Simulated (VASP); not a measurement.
An input for Quantum ESPRESSO's pw.x (written as the equivalent of a VASP run, and not itself run):

```
&CONTROL
  calculation = 'scf'
  pseudo_dir = './pseudo'
  outdir = './out'
  tprnfor = .true.
  tstress = .true.
/
&SYSTEM
  ibrav = 0
  nat = 1
  ntyp = 1
  ecutwfc = 74
  occupations = 'smearing'
  smearing = 'methfessel-paxton'
  degauss = 0.00735
  input_dft = 'pz'
/
&ELECTRONS
  conv_thr = 7.3e-09
  electron_maxstep = 100
/
ATOMIC_SPECIES
  Li 6.940 Li.upf
CELL_PARAMETERS angstrom
    -1.6424466    1.6424466    1.6424466
     1.6424466   -1.6424466    1.6424466
     1.6424466    1.6424466   -1.6424466
ATOMIC_POSITIONS crystal
  Li   0.0000000  0.0000000  0.0000000
K_POINTS automatic
  15 15 15 0 0 0
```

Q: Translate this input to VASP (INCAR, KPOINTS, POSCAR, choice of POTCAR).

A: Several could match; the one computed here: 
INCAR:
```
# general
SYSTEM = Li
PREC   = Accurate
ENCUT  = 520
LREAL  = .FALSE.
LASPH  = .TRUE.

# electronic loop
EDIFF  = 1E-7
NELM   = 100
ALGO   = Normal

# smearing
ISMEAR = 1
SIGMA  = 0.1

# ions
ISIF   = 2

# output
LWAVE  = .FALSE.
LCHARG = .FALSE.
```

KPOINTS:
```
Automatic mesh
0
Gamma
15 15 15
0 0 0
```

File POSCAR:
```
Li
1
   -1.6424465894     1.6424465894     1.6424465894
    1.6424465894    -1.6424465894     1.6424465894
    1.6424465894     1.6424465894    -1.6424465894
Li
1
Direct
  0.0000000000   0.0000000000   0.0000000000
```

POTCAR, in this order: Li_sv (LDA.64 set). Program: vasp_std.

Limits of the translation: the potentials are each code's own (VASP's PAW set, PseudoDojo norm-conserving files in pw.x), so ENCUT and ecutwfc are chosen apart and not converted; conv_thr bounds pw.x's estimated SCF error, while EDIFF bounds the energy change between steps.

The compound is Li in the bcc structure. This cell is one point of a volume scan, at 0.94 of the reference volume.
